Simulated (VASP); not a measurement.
Wanted: the native input for a VASP 6.6.1 run.

- Task: band structure
- Functional: PBE
- Potentials or basis: VASP PAW PBE potentials, release 64 (Zn, S)
- Cutoff: 350 eV
- k mesh: 10 × 10 × 10
- Occupations: gaussian, width 0.02 eV
- Spin: no spin polarisation
- Further INCAR settings: ALGO = Fast; EDIFF = 1e-07; NBANDS = 16

ZnS:

```
Zn S
1.0
     0.00000    2.72122    2.72122
     2.72122    0.00000    2.72122
     2.72122    2.72122    0.00000
Zn S
1 1
Direct
  0.25000 0.25000 0.25000
  0.00000 0.00000 0.00000
```

These files were run (other wordings do the same):

POSCAR

```
ZnS                                     
1.0
   -0.0000000000      2.7212225563      2.7212225563
    2.7212225563      0.0000000000      2.7212225563
    2.7212225563      2.7212225563      0.0000000000
  Zn              S             
     1     1
Direct
     0.2500000000000000    0.2500000000000000    0.2500000000000000
     0.0000000000000000    0.0000000000000000    0.0000000000000000
```

INCAR.step1

```
ALGO = Fast
EDIFF = 1E-7
ENCUT = 350
GGA = PE
ISIF = 2
ISMEAR = 0
LASPH = True
LCHARG = True
LREAL = False
LWAVE = False
NBANDS = 16
NELM = 100
PREC = Accurate
SIGMA = 0.02
```

KPOINTS.step1

```
k-points
0
Gamma
  10 10 10
```

INCAR.step2

```
ALGO = Fast
EDIFF = 1E-7
ENCUT = 350
GGA = PE
ICHARG = 11
ISIF = 2
ISMEAR = 0
LASPH = True
LCHARG = False
LREAL = False
LWAVE = False
NBANDS = 16
NELM = 100
PREC = Accurate
SIGMA = 0.05
```

KPOINTS.step2

```
path GXWKGLUWLK,UX
10
line-mode
reciprocal
 0.0000000000  0.0000000000  0.0000000000  G
 0.5000000000  0.0000000000  0.5000000000  X

 0.5000000000  0.0000000000  0.5000000000  X
 0.5000000000  0.2500000000  0.7500000000  W

 0.5000000000  0.2500000000  0.7500000000  W
 0.3750000000  0.3750000000  0.7500000000  K

 0.3750000000  0.3750000000  0.7500000000  K
 0.0000000000  0.0000000000  0.0000000000  G

 0.0000000000  0.0000000000  0.0000000000  G
 0.5000000000  0.5000000000  0.5000000000  L

 0.5000000000  0.5000000000  0.5000000000  L
 0.6250000000  0.2500000000  0.6250000000  U

 0.6250000000  0.2500000000  0.6250000000  U
 0.5000000000  0.2500000000  0.7500000000  W

 0.5000000000  0.2500000000  0.7500000000  W
 0.5000000000  0.5000000000  0.5000000000  L

 0.5000000000  0.5000000000  0.5000000000  L
 0.3750000000  0.3750000000  0.7500000000  K

 0.6250000000  0.2500000000  0.6250000000  U
 0.5000000000  0.0000000000  0.5000000000  X
```

Potentials or basis: VASP PAW PBE potentials, release 64 (Zn, S).

Command:

```console
$ cat potpaw_PBE.64/Zn/POTCAR potpaw_PBE.64/S/POTCAR > POTCAR
$ cp INCAR.step1 INCAR
$ cp KPOINTS.step1 KPOINTS
$ mpirun -np 1 vasp_std > vasp.out
$ cp INCAR.step2 INCAR
$ cp KPOINTS.step2 KPOINTS
$ mpirun -np 1 vasp_std > vasp.out
```

Results of the run:

```json
{"Band gap on the k mesh": "2.02 eV, direct", "Band gap along the path": "2.02 eV, direct"}
```

Caveat: the log is that of the step along the path at fixed density, whose energy, stress, charges and moments have no meaning.

Wall time 25 s on 1 thread of Intel(R) Xeon(R) Platinum 8259CL CPU @ 2.50GHz (Skylake/Cascade Lake), with other jobs on the host, peak memory 0.15 GiB.
